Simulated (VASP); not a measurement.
# Gap of PbO (Litharge), level by level, part 3 of 3

Aim: the band gap of PbO (Litharge) at many levels of theory on one cell, with the cost of each. LASPH is on for some levels and off for others; the table marks which. The start is a cell from a database of measured crystal structures.

VASP 6.6.1, plane waves and PAW; the level of theory is named at each step.

So far, least gap on mesh and path (eV): step 2 (bands, level LDA, k 4×4×3) 1.09; step 10 (bands, level HSE06, k 4×4×3) 1.83; step 11 (bands, level B3LYP, k 4×4×3) 2.31; step 12 (bands, level HSEsol, k 4×4×3) 1.77; step 14 (bands, level PBE-EpsX, k 4×4×3) 1.92.

The database entry behind the starting cell differs from later determinations by our own check (an axis about 0.4 % long against later determinations), so it need not match the best structure at ambient conditions.

## (15) Bands with r2SCAN-EpsX, k 4×4×3

This step: r2SCAN-EpsX, exact-exchange share 1/6.665; plane waves and PAW (Pb_d, O) (VASP 6.6.1).

Contents of INCAR:

```
SYSTEM = PbO
PREC = Accurate
ENCUT = 520
EDIFF = 1E-06
NELM = 100
ISMEAR = 0
SIGMA = 0.02
LREAL = .FALSE.
ALGO = Normal
LHFCALC = .TRUE.
AEXX = 0.15
METAGGA = R2SCAN
LASPH = .TRUE.
NBANDS = 26
PRECFOCK = Fast
HFRCUT = -1
LORBIT = 11
LWAVE = .FALSE.
LCHARG = .FALSE.
KPAR = 4
```

Contents of POSCAR:

```
PbO
1.0
    3.9900000000      0.0000000000      0.0000000000
    0.0000000000      3.9900000000      0.0000000000
    0.0000000000      0.0000000000      5.0100000000
Pb O
2 2
Direct
    0.0000000000      0.5000000000      0.2400000000
    0.5000000000      0.0000000000      0.7600000000
    0.0000000000      0.0000000000      0.0000000000
    0.5000000000      0.5000000000      0.0000000000
```

Contents of KPOINTS:

```
Automatic mesh
0
Gamma
4 4 3
0 0 0
```

Contents of KPOINTS_OPT:

```
Line mode
6
Line-mode
Reciprocal
  0.00000000   0.00000000   0.00000000 GAMMA
  0.00000000   0.50000000   0.00000000 X

  0.00000000   0.50000000   0.00000000 X
  0.50000000   0.50000000   0.00000000 M

  0.50000000   0.50000000   0.00000000 M
  0.00000000   0.00000000   0.00000000 GAMMA

  0.00000000   0.00000000   0.00000000 GAMMA
  0.00000000   0.00000000   0.50000000 Z

  0.00000000   0.00000000   0.50000000 Z
  0.00000000   0.50000000   0.50000000 R

  0.00000000   0.50000000   0.50000000 R
  0.50000000   0.50000000   0.50000000 A

  0.50000000   0.50000000   0.50000000 A
  0.00000000   0.00000000   0.50000000 Z

  0.00000000   0.50000000   0.00000000 X
  0.00000000   0.50000000   0.50000000 R

  0.50000000   0.50000000   0.00000000 M
  0.50000000   0.50000000   0.50000000 A
```

PAW data sets: Pb_d and O (PBE family, release 64).

The run is started by

```console
> mpirun -np 8 vasp_std
```

It took 11 min on 8 MPI ranks of AMD EPYC 7R43, shared host; peak memory 1.6 GiB.

Electronic bands along the path, in eV, zero at the valence-band top; v1 is the highest filled band, c1 the lowest empty one:

```
          point     v4     v3     v2     v1    c1    c2    c3    c4
              Γ  -2.07  -1.98  -1.98   0.00  3.68  6.87  6.87  6.90
0.60 of the way  -2.94  -2.58  -2.38  -0.54  4.55  4.98  6.96  7.38
              X  -3.40  -3.40  -1.89  -1.89  4.60  4.60  8.06  8.06
0.40 of the way  -2.67  -2.67  -1.75  -1.75  3.97  3.97  6.89  6.89
              M  -1.86  -1.86  -1.33  -1.33  2.19  2.19  6.51  6.51
0.40 of the way  -3.00  -2.83  -1.49  -0.94  3.59  4.09  6.16  6.83
              Γ  -2.07  -1.98  -1.98   0.00  3.68  6.87  6.87  6.90
0.40 of the way  -2.09  -1.99  -1.99  -0.28  3.37  6.00  6.00  6.47
              Z  -2.11  -2.01  -2.01  -1.19  3.24  5.15  5.15  5.33
0.40 of the way  -2.49  -2.28  -1.44  -1.17  3.46  4.06  5.58  7.47
              R  -3.36  -3.36  -1.20  -1.20  4.23  4.23  7.63  7.63
0.40 of the way  -2.34  -2.34  -1.53  -1.53  4.51  4.51  6.18  6.18
              A  -2.51  -2.51  -1.33  -1.33  4.56  4.56  6.15  6.15
0.40 of the way  -2.67  -2.00  -1.49  -1.44  3.95  4.75  5.34  7.19
              Z  -2.11  -2.01  -2.01  -1.19  3.24  5.15  5.15  5.33
      jump to X  -3.40  -3.40  -1.89  -1.89  4.60  4.60  8.06  8.06
0.40 of the way  -3.39  -3.39  -1.61  -1.61  4.46  4.46  7.90  7.90
              R  -3.36  -3.36  -1.20  -1.20  4.23  4.23  7.63  7.63
      jump to M  -1.86  -1.86  -1.33  -1.33  2.19  2.19  6.51  6.51
0.40 of the way  -2.10  -2.10  -1.33  -1.33  2.78  2.78  6.78  6.78
              A  -2.51  -2.51  -1.33  -1.33  4.56  4.56  6.15  6.15
```

Of the projections kept (Pb, O), the largest for each band there, as a share of the weight inside these atoms' spheres; weight between the spheres isn't counted:

```
point       v4       v3      v2      v1       c1       c2       c3       c4
    Γ   O 0.93   O 0.91  O 0.91  O 0.57  Pb 0.83  Pb 0.69  Pb 0.69  Pb 0.97
    X   O 0.82   O 0.82  O 0.61  O 0.61  Pb 0.62  Pb 0.62  Pb 0.80  Pb 0.80
    M  Pb 0.58  Pb 0.58  O 0.97  O 0.97  Pb 0.85  Pb 0.85  Pb 0.89  Pb 0.89
    Γ   O 0.93   O 0.91  O 0.91  O 0.57  Pb 0.83  Pb 0.69  Pb 0.69  Pb 0.97
    Z   O 0.93   O 0.90  O 0.90  O 0.78  Pb 0.93  Pb 0.93  Pb 0.93  Pb 0.86
    R   O 0.83   O 0.83  O 0.68  O 0.68   O 0.54   O 0.54  Pb 0.86  Pb 0.86
```

The gap is 2.19 eV, indirect, from Γ to M. Against LDA that is +1.10 eV; this run took 18 times the core time, on fewer points of the path.

## (16) Bands with PBE + SOC

This step: PBE, spin-orbit coupling; plane waves and PAW (Pb_d, O) (VASP 6.6.1).

Spin-orbit coupling needs spinors and the noncollinear program, where each band holds one electron.

Contents of INCAR:

```
SYSTEM = PbO
PREC = Accurate
ENCUT = 520
EDIFF = 1E-06
NELM = 100
ISMEAR = 0
SIGMA = 0.02
LREAL = .FALSE.
ALGO = Normal
GGA = PE
LNONCOLLINEAR = .TRUE.
MAGMOM = 0 0 0 0 0 0 0 0 0 0 0 0
NBANDS = 52
GGA_COMPAT = .FALSE.
LASPH = .TRUE.
LSORBIT = .TRUE.
LORBIT = 11
LWAVE = .FALSE.
LCHARG = .FALSE.
KPAR = 4
NCORE = 2
```

POSCAR is that of step 15.

KPOINTS is that of step 15.

KPOINTS_OPT: that of step 15 with these lines changed.

```diff
@@ -1,3 +1,3 @@
 Line mode
-6
+16
 Line-mode
```

The run is started by

```console
> mpirun -np 8 vasp_ncl
```

Run time: 1.9 min. Hardware: 8 MPI ranks; peak memory 1.9 GiB; 15 min of CPU time.

LASPH is on here and off in scalar runs of this session, so a comparison with those holds both changes. VASP adds spin-orbit coupling inside the spheres on scalar-relativistic partial waves, which describe the 6p1/2 states imperfectly, so such gaps can be off by a tenth of an eV or more. At this level the cell is under a pressure of 2.9 GPa, so at these settings it is away from equilibrium.

The electronic bands at the labelled points (eV, zero at the valence-band top; v1 is the highest filled band, c1 the lowest empty one):

```
          point     v4     v3     v2     v1    c1    c2    c3    c4
              Γ  -1.53  -1.53  -0.01  -0.01  2.28  2.28  4.61  4.61
0.53 of the way  -1.93  -1.93  -0.30  -0.30  3.22  3.22  3.60  3.60
              X  -1.65  -1.65  -1.65  -1.65  3.30  3.30  3.30  3.30
0.47 of the way  -1.51  -1.51  -1.36  -1.36  2.55  2.55  2.57  2.57
              M  -1.00  -1.00  -1.00  -1.00  1.14  1.14  1.14  1.14
0.47 of the way  -1.20  -1.20  -0.61  -0.61  2.78  2.78  3.17  3.17
              Γ  -1.53  -1.53  -0.01  -0.01  2.28  2.28  4.61  4.61
0.47 of the way  -1.53  -1.53  -0.32  -0.32  1.97  1.97  4.00  4.00
              Z  -1.55  -1.55  -0.95  -0.95  1.86  1.86  3.58  3.58
0.53 of the way  -1.11  -1.11  -0.94  -0.94  2.13  2.13  3.18  3.18
              R  -0.99  -0.99  -0.99  -0.99  3.01  3.01  3.01  3.01
0.47 of the way  -1.48  -1.48  -1.34  -1.34  3.25  3.25  3.30  3.30
              A  -1.00  -1.00  -1.00  -1.00  3.29  3.29  3.29  3.29
0.53 of the way  -1.25  -1.25  -1.03  -1.03  2.24  2.24  3.53  3.53
              Z  -1.55  -1.55  -0.95  -0.95  1.86  1.86  3.58  3.58
      jump to X  -1.65  -1.65  -1.65  -1.65  3.30  3.30  3.30  3.30
0.47 of the way  -1.31  -1.31  -1.31  -1.31  3.16  3.16  3.16  3.16
              R  -0.99  -0.99  -0.99  -0.99  3.01  3.01  3.01  3.01
      jump to M  -1.00  -1.00  -1.00  -1.00  1.14  1.14  1.14  1.14
0.47 of the way  -1.00  -1.00  -1.00  -1.00  1.85  1.85  1.85  1.85
              A  -1.00  -1.00  -1.00  -1.00  3.29  3.29  3.29  3.29
```

Of the projections kept (Pb, O), the largest for each band there, as a share of the weight inside these atoms' spheres; weight between the spheres isn't counted:

```
point      v4      v3      v2      v1       c1       c2       c3       c4
    Γ  O 0.92  O 0.92  O 0.61  O 0.61  Pb 0.80  Pb 0.80  Pb 0.94  Pb 0.94
    X  O 0.63  O 0.63  O 0.63  O 0.63  Pb 0.57  Pb 0.57  Pb 0.57  Pb 0.57
    M  O 0.97  O 0.97  O 0.97  O 0.97  Pb 0.82  Pb 0.82  Pb 0.82  Pb 0.82
    Γ  O 0.92  O 0.92  O 0.61  O 0.61  Pb 0.80  Pb 0.80  Pb 0.94  Pb 0.94
    Z  O 0.91  O 0.91  O 0.79  O 0.79  Pb 0.86  Pb 0.86  Pb 0.91  Pb 0.91
    R  O 0.70  O 0.70  O 0.70  O 0.70   O 0.57   O 0.57   O 0.57   O 0.57
```

The gap is 1.14 eV, indirect. Against PBE that is -0.01 eV; this run took 2.9 times the core time.

## (17) Starting orbitals for the hybrid with PBE + SOC

Again a semilocal start for the hybrid that follows.

INCAR: that of step 16 with these lines changed.

```diff
@@ -3,3 +3,3 @@
 ENCUT = 520
-EDIFF = 1E-06
+EDIFF = 1E-05
 NELM = 100
@@ -17,3 +17,3 @@
 LORBIT = 11
-LWAVE = .FALSE.
+LWAVE = .TRUE.
 LCHARG = .FALSE.
```

POSCAR is that of step 16.

KPOINTS is that of step 16.

The run is started by

```console
> mpirun -np 8 vasp_ncl
```

Wall time 26 s (8 MPI ranks); peak memory 1.6 GiB.

This step gave:

- SCF cycles: 14
- Fermi energy: 5.188 eV
- pressure: 2.911 GPa
- valence top at k: 0, 0, 0
- gap on the k-mesh: 1.142 eV
- least direct gap on the k-mesh: 2.133 eV

On-site spin-orbit energy by atom:

```
atom  on-site spin-orbit energy (eV)
 Pb1                          -0.779
 Pb2                          -0.779
  O3                          -0.001
  O4                          -0.001
```

Force by atom:

```
atom  x (eV/Å)  y (eV/Å)  z (eV/Å)    size
 Pb1    0.0000    0.0000    0.0546  0.0546
 Pb2    0.0000    0.0000   -0.0546  0.0546
  O3    0.0000    0.0000    0.0000  0.0000
  O4    0.0000    0.0000    0.0000  0.0000
```

The run ends at a pressure of 2.91 GPa, with forces up to 0.055 eV/Å.

## (18) Bands with HSE06 + SOC

This step: HSE06, spin-orbit coupling; plane waves and PAW (Pb_d, O) (VASP 6.6.1).

Contents of INCAR:

```
SYSTEM = PbO
PREC = Accurate
ENCUT = 520
EDIFF = 1E-06
NELM = 100
ISMEAR = 0
SIGMA = 0.02
LREAL = .FALSE.
ALGO = Normal
LHFCALC = .TRUE.
AEXX = 0.25
GGA = PE
HFSCREEN = 0.2
LASPH = .TRUE.
LNONCOLLINEAR = .TRUE.
MAGMOM = 0 0 0 0 0 0 0 0 0 0 0 0
NBANDS = 52
GGA_COMPAT = .FALSE.
LSORBIT = .TRUE.
PRECFOCK = Fast
LORBIT = 11
LWAVE = .FALSE.
LCHARG = .FALSE.
KPAR = 4
```

POSCAR is that of step 17.

KPOINTS is that of step 17.

KPOINTS_OPT: that of step 16 with these lines changed.

```diff
@@ -1,3 +1,3 @@
 Line mode
-16
+6
 Line-mode
```

The WAVECAR or CHGCAR of an earlier step is read.

The run is started by

```console
> mpirun -np 8 vasp_ncl
```

The job ended after 44 min (8 MPI ranks; peak memory 3.5 GiB; 5.8 h of CPU time).

Electronic bands along the path, in eV, zero at the valence-band top; v1 is the highest filled band, c1 the lowest empty one:

```
          point     v4     v3     v2     v1    c1    c2    c3    c4
              Γ  -2.02  -2.02   0.00   0.00  3.15  3.15  5.65  5.65
0.60 of the way  -2.48  -2.48  -0.55  -0.55  4.04  4.04  4.54  4.54
              X  -1.92  -1.92  -1.92  -1.92  4.17  4.17  4.17  4.17
0.40 of the way  -1.86  -1.86  -1.75  -1.75  3.55  3.55  3.56  3.56
              M  -1.45  -1.45  -1.45  -1.45  1.81  1.81  1.81  1.81
0.40 of the way  -1.62  -1.62  -0.94  -0.94  3.17  3.17  3.66  3.66
              Γ  -2.02  -2.02   0.00   0.00  3.15  3.15  5.65  5.65
0.40 of the way  -2.02  -2.02  -0.30  -0.30  2.87  2.87  5.06  5.06
              Z  -2.04  -2.04  -1.25  -1.25  2.71  2.71  4.44  4.44
0.40 of the way  -1.51  -1.51  -1.23  -1.23  2.92  2.92  3.74  3.74
              R  -1.24  -1.24  -1.24  -1.24  3.83  3.83  3.83  3.83
0.40 of the way  -1.61  -1.61  -1.50  -1.50  4.05  4.05  4.08  4.08
              A  -1.45  -1.45  -1.45  -1.45  4.09  4.09  4.09  4.09
0.40 of the way  -1.64  -1.64  -1.47  -1.47  3.43  3.43  4.43  4.43
              Z  -2.04  -2.04  -1.25  -1.25  2.71  2.71  4.44  4.44
      jump to X  -1.92  -1.92  -1.92  -1.92  4.17  4.17  4.17  4.17
0.40 of the way  -1.65  -1.65  -1.65  -1.65  4.05  4.05  4.05  4.05
              R  -1.24  -1.24  -1.24  -1.24  3.83  3.83  3.83  3.83
      jump to M  -1.45  -1.45  -1.45  -1.45  1.81  1.81  1.81  1.81
0.40 of the way  -1.45  -1.45  -1.45  -1.45  2.37  2.37  2.37  2.37
              A  -1.45  -1.45  -1.45  -1.45  4.09  4.09  4.09  4.09
```

Of the projections kept (Pb, O), the largest for each band there, as a share of the weight inside these atoms' spheres; weight between the spheres isn't counted:

```
point      v4      v3      v2      v1       c1       c2       c3       c4
    Γ  O 0.92  O 0.92  O 0.56  O 0.56  Pb 0.81  Pb 0.81  Pb 0.95  Pb 0.95
    X  O 0.60  O 0.60  O 0.60  O 0.60  Pb 0.62  Pb 0.62  Pb 0.62  Pb 0.62
    M  O 0.97  O 0.97  O 0.97  O 0.97  Pb 0.83  Pb 0.83  Pb 0.83  Pb 0.83
    Γ  O 0.92  O 0.92  O 0.56  O 0.56  Pb 0.81  Pb 0.81  Pb 0.95  Pb 0.95
    Z  O 0.91  O 0.91  O 0.77  O 0.77  Pb 0.89  Pb 0.89  Pb 0.92  Pb 0.92
    R  O 0.66  O 0.66  O 0.66  O 0.66   O 0.53   O 0.53   O 0.53   O 0.53
```

The gap is 1.81 eV, indirect, from Γ to M. Against HSE06 that is -0.02 eV; this run took 3.8 times the core time.

## (19) Bands with TB-mBJ + SOC

This step: TB-mBJ, spin-orbit coupling; plane waves and PAW (Pb_d, O) (VASP 6.6.1).

Contents of INCAR:

```
SYSTEM = PbO
PREC = Accurate
ENCUT = 520
EDIFF = 1E-06
NELM = 150
ISMEAR = 0
SIGMA = 0.02
LREAL = .FALSE.
ALGO = Normal
METAGGA = MBJ
LASPH = .TRUE.
LNONCOLLINEAR = .TRUE.
MAGMOM = 0 0 0 0 0 0 0 0 0 0 0 0
NBANDS = 52
GGA_COMPAT = .FALSE.
LSORBIT = .TRUE.
LORBIT = 11
LWAVE = .FALSE.
LCHARG = .FALSE.
KPAR = 4
NCORE = 2
```

POSCAR is that of step 18.

KPOINTS is that of step 18.

KPOINTS_OPT: that of step 18 with these lines changed.

```diff
@@ -1,3 +1,3 @@
 Line mode
-6
+16
 Line-mode
```

The run is started by

```console
> mpirun -np 8 vasp_ncl
```

Run time: 4.6 min. Hardware: 8 MPI ranks; peak memory 2.1 GiB.

Electronic bands along the path, in eV, zero at the valence-band top; v1 is the highest filled band, c1 the lowest empty one:

```
          point     v4     v3     v2     v1    c1    c2    c3    c4
              Γ  -1.84  -1.84   0.00   0.00  2.94  2.94  5.27  5.27
0.53 of the way  -2.15  -2.15  -0.40  -0.40  3.73  3.73  4.18  4.18
              X  -1.73  -1.73  -1.73  -1.73  3.84  3.84  3.84  3.84
0.47 of the way  -1.67  -1.67  -1.57  -1.57  3.06  3.06  3.08  3.08
              M  -1.35  -1.35  -1.35  -1.35  1.70  1.70  1.70  1.70
0.47 of the way  -1.54  -1.54  -0.72  -0.72  3.23  3.23  3.78  3.78
              Γ  -1.84  -1.84   0.00   0.00  2.94  2.94  5.27  5.27
0.47 of the way  -1.85  -1.85  -0.40  -0.40  2.75  2.75  4.53  4.53
              Z  -1.85  -1.85  -1.16  -1.16  2.70  2.70  4.17  4.17
0.53 of the way  -1.28  -1.28  -1.15  -1.15  2.65  2.65  3.85  3.85
              R  -1.18  -1.18  -1.18  -1.18  3.48  3.48  3.48  3.48
0.47 of the way  -1.58  -1.58  -1.47  -1.47  3.74  3.74  3.76  3.76
              A  -1.35  -1.35  -1.35  -1.35  3.66  3.66  3.66  3.66
0.53 of the way  -1.58  -1.58  -1.23  -1.23  2.86  2.86  4.04  4.04
              Z  -1.85  -1.85  -1.16  -1.16  2.70  2.70  4.17  4.17
      jump to X  -1.73  -1.73  -1.73  -1.73  3.84  3.84  3.84  3.84
0.47 of the way  -1.45  -1.45  -1.45  -1.45  3.67  3.67  3.67  3.67
              R  -1.18  -1.18  -1.18  -1.18  3.48  3.48  3.48  3.48
      jump to M  -1.35  -1.35  -1.35  -1.35  1.70  1.70  1.70  1.70
0.47 of the way  -1.35  -1.35  -1.35  -1.35  2.36  2.36  2.36  2.36
              A  -1.35  -1.35  -1.35  -1.35  3.66  3.66  3.66  3.66
```

Of the projections kept (Pb, O), the largest for each band there, as a share of the weight inside these atoms' spheres; weight between the spheres isn't counted:

```
point      v4      v3      v2      v1       c1       c2       c3       c4
    Γ  O 0.93  O 0.93  O 0.59  O 0.59  Pb 0.81  Pb 0.81  Pb 0.95  Pb 0.95
    X  O 0.62  O 0.62  O 0.62  O 0.62  Pb 0.63  Pb 0.63  Pb 0.63  Pb 0.63
    M  O 0.97  O 0.97  O 0.97  O 0.97  Pb 0.84  Pb 0.84  Pb 0.84  Pb 0.84
    Γ  O 0.93  O 0.93  O 0.59  O 0.59  Pb 0.81  Pb 0.81  Pb 0.95  Pb 0.95
    Z  O 0.92  O 0.92  O 0.78  O 0.78  Pb 0.88  Pb 0.88  Pb 0.93  Pb 0.93
    R  O 0.68  O 0.68  O 0.68  O 0.68  Pb 0.50  Pb 0.50  Pb 0.50  Pb 0.50
```

The gap is 1.70 eV, indirect, from Γ to M.

The path shows an indirect gap of 1.70 eV (valence top at Γ, conduction bottom at M). The least direct gap is 2.94 eV.

## (20) The ladder as a table

This step: ladder of functionals on one cell; plane waves and PAW (VASP 6.6.1).

Derived from the runs above.

A gap of 0 means none; cost is the wall time of each run, as given at its step, times its ranks, without the set-up around it; LASPH differs between rows, which moves results and costs too. Results by level, by row:

```
       level  gap (eV)  least direct gap (eV)  pressure (GPa)  cost (core minutes)  LASPH
         LDA     1.093                  2.054           -3.31                  4.8    off
      PBEsol     1.091                  2.044           -0.81                  4.8    off
         PBE      1.15                  2.107            3.07                 5.07    off
      r2SCAN     1.457                  2.514            0.21                 16.5     on
        AM05     1.162                  2.106           -0.13                 5.33    off
        SCAN      1.25                  2.326           -0.45                 16.5     on
       HSE06      1.83                  3.233               -                 93.6     on
       B3LYP     2.314                  3.645               -                 91.2     on
      HSEsol      1.77                  3.166               -                 82.4     on
    PBE-EpsX      1.92                  3.168               -                 89.2     on
 r2SCAN-EpsX     2.193                   3.52               -                 85.9     on
   PBE + SOC     1.137                  2.133            2.92                 14.9     on
 HSE06 + SOC     1.805                  3.128               -                  351     on
TB-mBJ + SOC       1.7                  2.937               -                 36.7     on
```

## (21) Outcome

```yaml
gap_lda: 1.09 eV
gap_pbesol: 1.09 eV
gap_pbe: 1.15 eV
gap_r2scan: 1.46 eV
gap_am05: 1.16 eV
gap_scan: 1.25 eV
gap_hse06: 1.83 eV
gap_b3lyp: 2.31 eV
gap_hsesol: 1.77 eV
gap_pbe_epsx: 1.92 eV
gap_r2scan_epsx: 2.19 eV
gap_pbe_soc: 1.14 eV
gap_hse06_soc: 1.81 eV
gap_tb_mbj_soc: 1.70 eV
```

In words: For PbO (Litharge), without spin-orbit coupling, the functional decides between a gap of 1.09 eV (PBEsol) and 2.31 eV (B3LYP), while across these levels the cost spans a factor of 20. HSE06 moves the gap by +0.68 eV from PBE, at about 18 times the core time, though on fewer points of the path. On r2SCAN the gap grows with the share of exact exchange: 1.46 eV at none, 2.19 eV at 0.15. Spin-orbit coupling changes the PBE gap by -0.01 eV. Adding the spin-orbit shift of HSE06 (-0.02 eV) to levels run without it gives estimates of 2.29 eV for B3LYP, 1.75 eV for HSEsol, 1.90 eV for PBE-EpsX and 2.17 eV for r2SCAN-EpsX; the shift need not carry over unchanged. All levels use one geometry and one mesh, kept coarse to afford the hybrids, so no gap here is fully converged. Costs come from a shared host, and the hybrids use PRECFOCK = Fast. Not obtained: TB-mBJ, because the run did not converge. These are single-particle gaps of a static lattice, without excitons or temperature. LASPH is on for some levels and off for others, so differences between them are not the functional's alone. Where LASPH is switched on together with spin-orbit coupling, the shift holds both.

[Lines on the potential files, build, host, timing and source positions are cut from VASP's logs without a mark.]

[Logs are printed without paths, hosts, clocks, repeated set-up lines and the standing remarks that a program may print on its own settings, such as how far it seeks lower states.]

[Hosts, paths, dates, database ids (printed as entryN), source tags and the programs' standing remarks are cut or masked in the printed files.]

[A measured line is paired with the nearest computed mode of its activity, which favours agreement.]

[In band tables of VASP the shares of atoms and orbitals are scaled to a sum of 1 inside the atoms' spheres.]
